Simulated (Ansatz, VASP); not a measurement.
## BeSb in two plane-wave programs

Aim: how closely do two programs agree when they are given the same cell, functional and k mesh? The cell is invented: As first built, before any earlier steps moved the atoms (in the runner's words): it takes the MgSb structure with some of its atoms replaced by other elements, volume scaled by an estimate. It may not be a known or stable phase. The cell is taken from a series of VASP runs on this material, whose earlier steps may have relaxed, scaled or displaced it; both programs get it as it stands.

Calculated with Ansatz 0.2.0; plane waves, with VASP 6.6.1 beside it; band structure at r2SCAN, band structure at PBE, spin-orbit coupling and band structure at r2SCAN, spin-orbit coupling.

### Step 1. The structure

The structure is trigonal, space group R-3m (No. 166). The conventional cell has a = 3.737 Å, b = 3.737 Å, c = 8.989 Å, α = 90.00°, β = 90.00°, γ = 120.00°. Nearest to Sb lie 6 Be at 2.63 Å. Nearest to Be lie 6 Sb at 2.63 Å. As first built, before any earlier steps moved the atoms (in the runner's words): sites of the MgSb structure (space group 166) filled with other elements, volume scaled by an estimate. Farther neighbours are not listed.

### Step 2. VASP: band structure, r2SCAN

A single point gives forces, pressure and levels at one fixed geometry, so differences don't come from the geometry; what else differs is listed under the comparison.

Lines of VASP's logs that name or quote its potential files are left out, and so is its time.

File INCAR:

```
SYSTEM = BeSb
PREC = Accurate
ENCUT = 400
EDIFF = 1E-06
NELM = 100
ISMEAR = 0
SIGMA = 0.02
LREAL = .FALSE.
ALGO = Normal
METAGGA = R2SCAN
LASPH = .TRUE.
LORBIT = 11
LWAVE = .FALSE.
LCHARG = .FALSE.
KPAR = 4
```

File POSCAR:

```
BeSb
1.0
    1.8683470398      1.0786905844      2.9964359622
   -1.8683470398      1.0786905844      2.9964359622
    0.0000000000     -2.1573811688      2.9964359622
Sb Be
1 1
Direct
    0.5000000000      0.5000000000      0.5000000000
    0.0000000000      0.0000000000      0.0000000000
```

File KPOINTS:

```
Automatic mesh
0
Gamma
5 5 5
0 0 0
```

File KPOINTS_OPT:

```
Line mode
16
Line-mode
Reciprocal
  0.00000000   0.00000000   0.00000000 GAMMA
  0.50000000   0.00000000   0.00000000 L

  0.50000000   0.00000000   0.00000000 L
  0.50000000   0.25306245  -0.25306245 B1

  0.74693755   0.50000000   0.25306245 B
  0.50000000   0.50000000   0.50000000 Z

  0.50000000   0.50000000   0.50000000 Z
  0.00000000   0.00000000   0.00000000 GAMMA

  0.00000000   0.00000000   0.00000000 GAMMA
  0.37653122   0.00000000  -0.37653122 X

  0.62346878   0.37653122   0.00000000 Q
  0.50000000   0.50000000   0.00000000 F

  0.50000000   0.50000000   0.00000000 F
  0.62346878   0.62346878   0.25306245 P1

  0.62346878   0.62346878   0.25306245 P1
  0.50000000   0.50000000   0.50000000 Z

  0.50000000   0.00000000   0.00000000 L
  0.74693755   0.37653122   0.37653122 P
```

Potentials, in the order of the species: Sb and Be (PBE family, release 64).

Started as:

```sh
$ mpirun -np 4 vasp_std
```

Numbers of over 12 decimals in the logs are rounded to 6 here.

Output:

```text
[banner, memory and clock lines left out]
running    4 mpi-ranks, on    1 nodes
 distrk:  each k-point on    1 cores,    4 groups
 distr:  one band on    1 cores,    1 groups

 POSCAR found type information on POSCAR SbBe
 POSCAR found :  2 types and       2 ions
|                                                                             |
|               ----> ADVICE to this user running VASP <----                  |
|                                                                             |
|     You enforced a specific xc type in the INCAR file but a different       |
|     [... a line on the potential file left out ...]
|     I HOPE YOU KNOW WHAT YOU ARE DOING!                                     |
|                                                                             |

 LDA part: xc-table for (None), standard interpolation
 POSCAR, INCAR and KPOINTS ok, starting setup
 FFT: planning ... GRIDC
 FFT: planning ... GRID_SOFT
 FFT: planning ... GRID
 WAVECAR not read
 entering main loop
       N       E                     dE             d eps       ncg     rms          rms(c)
DAV:   1    -0.665824817893E+01   -0.66582E+01   -0.24216E+03   266   0.628E+02
DAV:   2    -0.294209956244E+02   -0.22763E+02   -0.21734E+02   350   0.103E+02
DAV:   3    -0.299158066047E+02   -0.49481E+00   -0.46284E+00   350   0.197E+01
DAV:   4    -0.299191076337E+02   -0.33010E-02   -0.33004E-02   399   0.181E+00
DAV:   5    -0.299191169241E+02   -0.92904E-05   -0.92907E-05   371   0.697E-02    0.250E+00
DAV:   6    -0.292115498179E+02    0.70757E+00   -0.13124E-01   280   0.338E+00    0.175E+00
DAV:   7    -0.292252700891E+02   -0.13720E-01   -0.43310E-02   413   0.163E+00    0.126E-01
DAV:   8    -0.292246323939E+02    0.63770E-03   -0.25118E-03   357   0.306E-01    0.152E-01
DAV:   9    -0.292248428841E+02   -0.21049E-03   -0.30669E-04   280   0.215E-01    0.118E-02
DAV:  10    -0.292248417409E+02    0.11432E-05   -0.29946E-06   490   0.190E-02    0.427E-03
DAV:  11    -0.292248414548E+02    0.28612E-06   -0.99914E-07   273   0.135E-02
   1 F= -.29224841E+02 E0= -.29224575E+02  d E =-.533521E-03
 Start KPOINTS_OPT (optional k-point list driver)
k-point batch [1-19\144]
       N       E                     dE             ncg
DAV:   1     0.820618546033E+03   -0.10814E+04      266
DAV:   2     0.430016269765E+03   -0.39060E+03      385
DAV:   3     0.416345420417E+03   -0.13671E+02      364
DAV:   4     0.415951406368E+03   -0.39401E+00      434
DAV:   5     0.415950776833E+03   -0.62953E-03      336
DAV:   6     0.415950774777E+03   -0.20562E-05      406
DAV:   7     0.415950774756E+03   -0.21040E-07      378
[...]
k-point batch [134-144\144]
       N       E                     dE             ncg
DAV:   1     0.190819120712E+04   -0.19561E+04      154
DAV:   2     0.171479164391E+04   -0.19340E+03      189
DAV:   3     0.171118968411E+04   -0.36020E+01      224
DAV:   4     0.171118088613E+04   -0.87980E-02      217
DAV:   5     0.171118083050E+04   -0.55625E-04      245
DAV:   6     0.171118083050E+04   -0.38167E-08      224
```

OUTCAR, selected parts (step 2):

```text
ion  position               nearest neighbor table
   1  0.500  0.500  0.500-   2 2.63   2 2.63   2 2.63   2 2.63   2 2.63   2 2.63
   2  0.000  0.000  0.000-   1 2.63   1 2.63   1 2.63   1 2.63   1 2.63   1 2.63

  LATTYP: Found a trigonal (rhomboedric) cell.
 ALAT       =     3.6922787698
 COS(alpha) =     0.4878984080

 Subroutine GETGRP returns: Found 12 space group operations
 (whereof 12 operations were pure point group operations)

The static configuration has the point symmetry D_3d.

 Found     19 irreducible k-points:

   k-points           NKPTS =     19   k-points in BZ     NKDIM =     19   number of bands    NBANDS=      7

   dimension x,y,z NGX =    24 NGY =   24 NGZ =   24
   dimension x,y,z NGXF=    48 NGYF=   48 NGZF=   48

   ENCUT  =  400.0 eV  29.40 Ry    5.42 a.u.   6.02  6.02  6.02*2*pi/ulx,y,z

   NELECT =       7.0000    total number of electrons

 k-points in reciprocal lattice and weights: Automatic mesh
   0.00000000  0.00000000  0.00000000       0.008
   0.20000000  0.00000000 -0.00000000       0.048
   0.40000000 -0.00000000 -0.00000000       0.048
   0.20000000  0.20000000  0.00000000       0.048
   0.40000000  0.20000000  0.00000000       0.096
  -0.40000000  0.20000000  0.00000000       0.096
  -0.20000000  0.20000000  0.00000000       0.048
   0.40000000  0.40000000 -0.00000000       0.048
  -0.40000000  0.40000000  0.00000000       0.048
[...]
0.40000000  0.40000000  0.40000000       0.016
  -0.40000000  0.40000000  0.40000000       0.048

 average (electrostatic) potential at core
       1 -89.9926       2 -33.4718

 E-fermi :   7.3799

 k-point     1 :       0.0000    0.0000    0.0000
  band No.  band energies     occupation
      1      -5.3854      2.00000
      2       8.6623      0.00000
      3       8.6623      0.00000
      4       8.9985      0.00000
      5      13.7998      0.00000
      6      15.2326      0.00000
    ...

 k-point     2 :       0.2000    0.0000   -0.0000
  band No.  band energies     occupation
      1      -4.7670      2.00000
      2       5.4731      2.00000
      3       8.6140      0.00000
      4       8.8628      0.00000
      5      13.2658      0.00000
      6      13.2833      0.00000
      7      13.5332      0.00000

 k-point     3 :       0.4000   -0.0000   -0.0000
  band No.  band energies     occupation
      1      -3.1252      2.00000
      2       1.5091      2.00000
      3       8.8823      0.00000
      4       9.0312      0.00000
      5      10.9149      0.00000
      6      11.0279      0.00000
      7      12.7226      0.00000

  Total        0.1795201      0.1795201     -0.2414954      0.0000000      0.0000000      0.0000000
  in kB        7.9380346      7.9380333    -10.6784615      0.0000000      0.0000000      0.0000000
  external PRESSURE =       1.7325355 kB  Pullay stress =       0.0000000 kB

  energy-cutoff  :      400.00
  volume of cell :       36.23
      direct lattice vectors                 reciprocal lattice vectors
     1.868347040  1.078690584  2.996435962     0.267616235  0.154508317  0.111243270
    -1.868347040  1.078690584  2.996435962    -0.267616235  0.154508317  0.111243270
     0.000000000 -2.157381169  2.996435962     0.000000000 -0.309016634  0.111243270

 POSITION                                       TOTAL-FORCE (eV/Angst)
 -----------------------------------------------------------------------------------
      0.00000      0.00000      4.49465         0.000000      0.000000     -0.000000
      0.00000      0.00000      0.00000        -0.000000     -0.000000      0.000000
 -----------------------------------------------------------------------------------
    total drift:                               -0.000000      0.000000     -0.000000

  FREE ENERGIE OF THE ION-ELECTRON SYSTEM (eV)
  ---------------------------------------------------
  free  energy   TOTEN  =       -29.2248414548 eV

  energy  without entropy=      -29.2243079333  energy(sigma->0) =      -29.22457469

 total charge
# of ion       s       p       d       tot
------------------------------------------
    1        1.143   1.277   0.039   2.460
    2        0.367   0.506   0.000   0.873
--------------------------------------------------
tot          1.510   1.783   0.039   3.333

[... 3 further parts left out ...]
```

Spin-orbit coupling is off here; with elements this heavy it splits and shifts levels by tenths of an eV or more.

### Step 3. Ansatz: band structure, r2SCAN

Ansatz runs on its default PAW (the set named soft_2) files.

The same cell, functional, mesh and smearing now go to Ansatz, which takes its cutoff from its data sets.

File input.yaml:

```yaml
crystal:
  lattice:
    - [1.8683470398, 1.0786905844, 2.9964359622]
    - [-1.8683470398, 1.0786905844, 2.9964359622]
    - [0.0, -2.1573811688, 2.9964359622]
  atoms:
    - { symbol: Sb, position: [0.5, 0.5, 0.5] }
    - { symbol: Be, position: [0.0, 0.0, 0.0] }
hamiltonian:
  xc: r2scan
  pseudopotentials: { kind: paw }
kpoints:
  mp_grid: { grid: [5, 5, 5] }
  band_path:
    path:
      - [0.0, 0.0, 0.0]
      - [0.13333, 0.0, 0.0]
      - [0.3, 0.0, 0.0]
      - [0.46667, 0.0, 0.0]
      - [0.5, 0.05061, -0.05061]
      - [0.5, 0.13497, -0.13497]
      - [0.5, 0.21932, -0.21932]
      - [0.71401, 0.5, 0.28599]
      - [0.6317, 0.5, 0.3683]
      - [0.54939, 0.5, 0.45061]
      - [0.46667, 0.46667, 0.46667]
      - [0.3, 0.3, 0.3]
      - [0.13333, 0.13333, 0.13333]
      - [0.0, 0.0, 0.0]
      - [0.12551, 0.0, -0.12551]
      - [0.22592, 0.0, -0.22592]
      - [0.35143, 0.0, -0.35143]
      - [0.59878, 0.40122, 0.0]
      - [0.55762, 0.44238, 0.0]
      - [0.51646, 0.48354, 0.0]
      - [0.51646, 0.51646, 0.03374]
      - [0.55762, 0.55762, 0.1181]
      - [0.59878, 0.59878, 0.20245]
      - [0.61524, 0.61524, 0.26952]
      - [0.57408, 0.57408, 0.35184]
      - [0.53293, 0.53293, 0.43415]
      - [0.5, 0.0, 0.0]
      - [0.58231, 0.12551, 0.12551]
      - [0.66463, 0.25102, 0.25102]
      - [0.74694, 0.37653, 0.37653]
    npoints: 1
scf:
  occupations: { method: gaussian, width: 0.02 }
  n_extra_bands: 7
output:
  forces: true
  stress: true
  eigenvalues: true
  write_density: true
  write_potential: true
  elf: true
  volumetric_format: npy
```

Started as:

```sh
$ ansatz run input.yaml --threads 2 --pin off --max-ram 4608MiB --backend cpu --events-out ev --progress --plain --runs-dir out
```

Output:

```text
scf.n_extra_bands = 7 over 9 filled bands (N_el = 17.0): the run solves 16 bands
Engine: ansatz 0.2.0, aarch64-unknown-linux-gnu
Pseudopotentials: kind: paw
Pseudopotential: Sb, paw, valence charge 15, recommended cutoff 500 eV (meta_gga), Sb.paw.azcp
Pseudopotential: Be, paw, valence charge 2, recommended cutoff 500 eV (meta_gga), Be.paw.azcp
Functional definition: r2SCAN
  parameter k0 = 0.174
  parameter k1 = 0.065
  parameter a1 = 4.9479
  exchange = r2scan_x(k0 = k0, k1 = k1, a1 = a1)
  correlation = r2scan_c
Crystal: 2 atoms, lattice volume = 36.234 Å³
Basis set: ecut = 500 eV, 929 PW (Γ), exchange–correlation on 108×108×108 points (64 copies of the dense FFT grid, shifted against one another)
Bands: 16, of which v1, the nominal top of the filled ones, is band 9 counted from 1 (8 counted from 0)
Symmetry: 12 space group operations
Space group: R-3m (ITA 166), of the structure as read, at distance tolerance 3.3e-5 Å
k-points: 19 of 125
Non-local potential: Sb, projectors of the file, l = 0: 2, l = 1: 2, l = 2: 2, l = 3: 2
Non-local potential: Be, projectors of the file, l = 0: 2, l = 1: 2, l = 2: 1
PAW form: soft (Blöchl's): semilocal exchange-correlation on the pseudo side does not see the compensation charge
PAW frozen core: Sb, regenerated for the run's functional (the file was generated under x = pbe(κ = 0.804, μ = 0.219515), c = pbe(β = 0.066725))
PAW frozen core: Be, regenerated for the run's functional (the file was generated under x = pbe(κ = 0.804, μ = 0.219515), c = pbe(β = 0.066725))
PAW one-centre angular grid: Sb, 590 points (default); XC on 160 Gauss nodes
PAW one-centre angular grid: Be, 302 points (default); XC on 255 of its mesh's 2635 points in the sphere
Initial density: superposition of atomic densities (neutral atoms: chi_scale 0, normalization atom), corrected by the library's trained network
Initial wavefunctions: pseudopotential atomic-orbital guess
Functional: x = r2scan, c = r2scan; τ floored in thin density (d = 2e-4 eV/Å³)
SCF iter   1: F=—  HF=-6591.630782 eV  |F-HF|=—  |Δ(HF+E_count)|=         —  Δρ=5.86e-3  dr2=1.30e-2  dr2_τ=1.39e-2  ethr=1.77e-3  ⟨swp⟩=6.6  Hψ=1796  notcnv=0
preconditioner: auto → none  [insulator: Δε(μ)=0.048 eV  Ē_g=13.634 eV  σ=0.020 eV  W_gap=0.58  n_scr=14 (ndim 8)  ℏωp=16.3 eV  f_vac=0.000  D(μ)=2.67/eV (n_scr^D=26)  ε∞_Penn≈2.4]
SCF iter   2: F=—  HF=-6591.658736 eV  |F-HF|=—  |Δ(HF+E_count)|=   2.80e-2  Δρ=2.49e-3  dr2=1.36e-3  dr2_τ=3.64e-5  ethr=7.65e-5  ⟨swp⟩=2.4  Hψ=624  notcnv=0  defer=48
SCF iter   3: F=—  HF=-6591.659293 eV  |F-HF|=—  |Δ(HF+E_count)|=   5.57e-4  Δρ=9.11e-4  dr2=1.35e-4  dr2_τ=5.42e-6  ethr=8.00e-6  ⟨swp⟩=3.0  Hψ=509  notcnv=0  defer=48
SCF iter   4: F=—  HF=-6591.659352 eV  |F-HF|=—  |Δ(HF+E_count)|=   5.92e-5  Δρ=1.06e-4  dr2=1.92e-6  dr2_τ=4.57e-8  ethr=7.92e-7  ⟨swp⟩=2.0  Hψ=311  notcnv=0  defer=48
SCF iter   5: F=—  HF=-6591.659353 eV  |F-HF|=—  |Δ(HF+E_count)|=   9.27e-7  Δρ=1.26e-5  dr2=4.17e-8  dr2_τ=6.31e-10  ethr=1.13e-8  ⟨swp⟩=2.0  Hψ=318  notcnv=0  defer=48
SCF iter   6: F=-6591.659353 eV  HF=-6591.659353 eV  |F-HF|=3.54e-9  |Δ(HF+E_count)|=   6.59e-8  Δρ=2.50e-6  dr2=1.68e-9  dr2_τ=2.16e-11  ethr=2.45e-10  ⟨swp⟩=10.0  Hψ=1793  notcnv=0
SCF 1 converged in 6 iterations: F = -6591.659353 eV  dr2 = 1.68e-9
  greatest PAW one-centre occupation: 0.993 electrons in one spin orbital (limit 2), on the Sb atom at site 0 (counted from 0), in its partial waves of l = 2
NSCF: frozen V_eff on 30 k-points
SCF converged after 6 iterations
Free energy (F): -6591.659353 eV
Harris-Foulkes:  -6591.659353 eV  (|F-HF|=3.54e-9)
Internal energy: -6591.658820 eV  (E = F + TS)
E sigma→0 (E₀):  -6591.659086 eV
Entropy (-TS):   -0.000534 eV (-0.267 meV/atom)
Fermi energy:    9.945461 eV
--- Per-component energies (eV) ---
  E_band       = -159.566402
  E_kinetic    = 225.215311
  E_local      = -1568.241455  (includes V_loc(G=0)·N_el)
  E_nonlocal   = 367.838124
  E_hartree    = 720.797677
  E_xc         = -145.399549
  E_vxc        = -124.131968  (∫ρ·V_xc dr)
  E_paw        = -4663.670362  (= ΣΔE_a)
  E_vpaw       = -509.722819  (= ΣTr[D̂ρ^β])
  E_aug_tail   = -0.000001  (compensation charges beyond the density's cutoff)
  E_vtau       = 7.881189  (kinetic-family band-sum trace: ∫τ·v_τ [+ j·A + Jᵃ·Aᵃ] dr)
  E_ewald      = -1528.692574
  E_core_change = 0.494010  (= ΣΔE_core)
  E_smearing   = -0.000534  (= −TS)
  E_closure    = 0.000000  (closes the sum)
  Σ components = -6591.659353   (vs F -6591.659353, Δ=0.00e0)
--- Forces (eV/Å), atoms counted from 1 ---
  atom   1  Sb     0.00000000     0.00000000     0.00000000
  atom   2  Be    -0.00000000     0.00000000     0.00000000
  max |Σ_I F_I| component: 1.31e-28 eV/Å
--- Stress (GPa, compression-positive) ---
        0.642598      -0.000000       0.000000
        0.000000       0.642598       0.000000
        0.000000       0.000000      -1.212344
  P = ⅓ Tr σ = 0.0243 GPa (0.243 kbar)
--- Band table (eV; the first three rows and the last of 19) ---
  k-point 0: bands = [... 5 lower, -2.8186, 11.2277, 11.2277, 11.5639, 16.3670, 17.9242, 17.9242, 18.1487, ... 3 higher]
  k-point 1: bands = [... 5 lower, -2.2001, 8.0412, 11.1787, 11.4275, 15.8499, 15.8675, 16.1201, 17.5437, ... 3 higher]
  k-point 2: bands = [... 5 lower, -0.5563, 4.0815, 11.4433, 11.5921, 13.4909, 13.6050, 15.3055, 17.0262, ... 3 higher]
  k-point 18: bands = [... 5 lower, 0.5333, 3.9794, 7.6018, 9.9006, 12.6318, 15.3057, 17.9339, 19.5192, ... 3 higher]
```

Wall time 2.1 s (2 threads of Arm Neoverse V2, shared host); peak memory 0.36 GiB.

In the SCF lines HF is the Harris–Foulkes energy and dr2 the Hartree energy of the density residual, in eV; the loop may stop once dr2 is under the threshold and the program's other checks hold. Hψ counts applications of the Hamiltonian.

### Step 4. Differences

Known differences besides the potentials themselves: VASP keeps PBE cores, Ansatz makes them for the functional; the data sets hold 17 valence electrons in Ansatz (default PAW (the set named soft_2) files) and 7 in VASP; the cutoff is 500 eV in Ansatz and 400 eV in VASP. Total energies have different zeros and are not compared.

The two programs side by side:

```
      quantity  Ansatz  VASP  difference
pressure (GPa)    0.02  0.17       -0.15
```

Levels from 3 eV below to 2 eV above the Fermi level differ by 3 meV r.m.s. and 7 meV at most; each VASP level is matched to the nearest of Ansatz, which flatters the figure a little.

### Step 5. Ansatz: band structure, PBE, spin-orbit coupling

A single point gives forces, pressure and levels at one fixed geometry, so differences don't come from the geometry; what else differs is listed under the comparison.

The cell is taken from a series of VASP runs on this material, whose earlier steps may have relaxed, scaled or displaced it; both programs get it as it stands.

Changes to input.yaml since step 3:

```diff
@@ -9,6 +9,9 @@
 hamiltonian:
-  xc: r2scan
-  pseudopotentials: { kind: paw }
+  xc: pbe
+  pseudopotentials: { kind: paw_fr }
+magnetization:
+  noncollinear: true
+  spin_orbit: true
 kpoints:
-  mp_grid: { grid: [5, 5, 5] }
+  mp_grid: { grid: [7, 7, 7] }
   band_path:
@@ -48,3 +51,3 @@
   occupations: { method: gaussian, width: 0.02 }
-  n_extra_bands: 7
+  n_extra_bands: 14
 output:
@@ -53,5 +56 @@
   eigenvalues: true
-  write_density: true
-  write_potential: true
-  elf: true
-  volumetric_format: npy
```

Output:

```text
[...]
non-collinear run that drives no moment, with spin-orbit: no starting moment large enough to seed its density (crystal.atoms[].spin), no starting occupations that ask for one, no magnetisation constraint and no magnetic field, so the semilocal B_xc is pinned to zero
Crystal: 2 atoms, lattice volume = 36.234 Å³
[...]
k-point 1: bands = [... 13 lower, 9.3001, 11.0427, 11.0427, 11.4895, 11.4895, 15.8148, 15.8148, 16.1219, ... 10 higher]
  k-point 2: bands = [... 13 lower, 6.4103, 11.0580, 11.0580, 11.5137, 11.5137, 14.3347, 14.3347, 14.5166, ... 10 higher]
  k-point 43: bands = [... 13 lower, 4.0689, 8.9243, 8.9243, 10.4374, 10.4374, 12.6649, 12.6649, 14.1787, ... 10 higher]
[key lines of the parts left out:]
SCF converged after 7 iterations
Magnetization: |M| = 0.0000 μB,  M = (+0.0000, +0.0000, +0.0000) μB
Free energy (F): -6578.886498 eV
Fermi energy:    10.067678 eV
P = ⅓ Tr σ = -0.2105 GPa (-2.105 kbar)
```

Wall time 9.8 s (2 threads); peak memory 0.43 GiB.

[end of part 1 of 2]

[Lines on the potential files, build, host, timing and source positions are cut from VASP's logs without a mark.]

[Logs are printed without paths, hosts, clocks, repeated set-up lines and the standing remarks that a program may print on its own settings, such as how far it seeks lower states.]

[Hosts, paths, dates, database ids (printed as entryN), source tags and the programs' standing remarks are cut or masked in the printed files.]
